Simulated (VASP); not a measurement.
VASP input:

KPOINTS:
```
Automatic mesh
0
Gamma
6 6 5
0 0 0
```

POSCAR:
```
ErGe2
1
    4.4399800000     0.0000000000     0.0000000000
   -2.2199900000     3.8451350000     0.0000000000
    0.0000000000     0.0000000000     4.8074410000
Er Ge
1 2
Direct
  0.0000000000   0.0000000000   0.0000000000
  0.3333330000   0.6666670000   0.5000000000
  0.6666670000   0.3333330000   0.5000000000
```

**INCAR**
```
SYSTEM = ErGe2
PREC = Accurate
ENCUT = 400
EDIFF = 1E-6
NELM = 100
ALGO = Normal
LREAL = .FALSE.
LASPH = .TRUE.
ISMEAR = 1
SIGMA = 0.1
GGA = PE
LMAXMIX = 6
LWAVE = .FALSE.
LCHARG = .FALSE.
ISIF = 2
NBANDS = 16
```

POTCAR, in this order: Er_3 Ge_d (PBE.64 set). Program: vasp_std.

What VASP printed:

**standard output**
```
 POSCAR found type information on POSCAR ErGe
 POSCAR found :  2 types and       3 ions
 Reading from existing POTCAR
 Reading from existing POTCAR
 LDA part: xc-table for (Slater+PW92), standard interpolation

 -----------------------------------------------------------------------------
|                                                                             |
|     EEEEEEE  RRRRRR   RRRRRR   OOOOOOO  RRRRRR      ###     ###     ###     |
|     E        R     R  R     R  O     O  R     R     ###     ###     ###     |
|     E        R     R  R     R  O     O  R     R     ###     ###     ###     |
|     EEEEE    RRRRRR   RRRRRR   O     O  RRRRRR       #       #       #      |
|     E        R   R    R   R    O     O  R   R                               |
|     E        R    R   R    R   O     O  R    R      ###     ###     ###     |
|     EEEEEEE  R     R  R     R  OOOOOOO  R     R     ###     ###     ###     |
|                                                                             |
|     The number of bands is not sufficient to hold all electrons. I am       |
|     sorry, but this calculation does not make sense. If you want to         |
|     calculate only selected states, you need to set either EFERMI or        |
|     EREF. EREF specifies around which energy states are supposed to be      |
|     calculated.                                                             |
|     I found NBANDS = 16, NELECT = 37.                                       |
|                                                                             |
|       ---->  I REFUSE TO CONTINUE WITH THIS SICK JOB ... BYE!!! <----       |
|                                                                             |
 -----------------------------------------------------------------------------
```

Q: Read the log: what went wrong, and how is it fixed?

A: The cause: NBANDS is too small to hold all electrons. VASP stops with an error: The number of bands is not sufficient to hold all electrons. I am sorry, but this calculation does not make sense. If you want to calculate only selected states, you need to set either EFERMI or EREF. EREF specifies around which energy states are supposed to be calculated. I found NBANDS = 16, NELECT = 37. ----> I REFUSE TO CONTINUE WITH THIS SICK JOB ... BYE!!! <---- To mend it, remove NBANDS.

The mended run (PBE GGA, plane waves, VASP's PBE PAW potentials (set 64)) converges, and its OSZICAR ends with
```
   1 F= -.13792923E+02 E0= -.13792084E+02  d E =-.251760E-02
```

The structure was generated: ErGe2 was put into the AlB2 type (P6/mmm), which need not be its known phase. The cell was not relaxed at this level. The electron count is odd and the run is not spin-polarised, which forces a metal. The 4f electrons are frozen in the core of the lanthanide potential, so 4f levels, which can set the real gap, and their magnetism are missing.
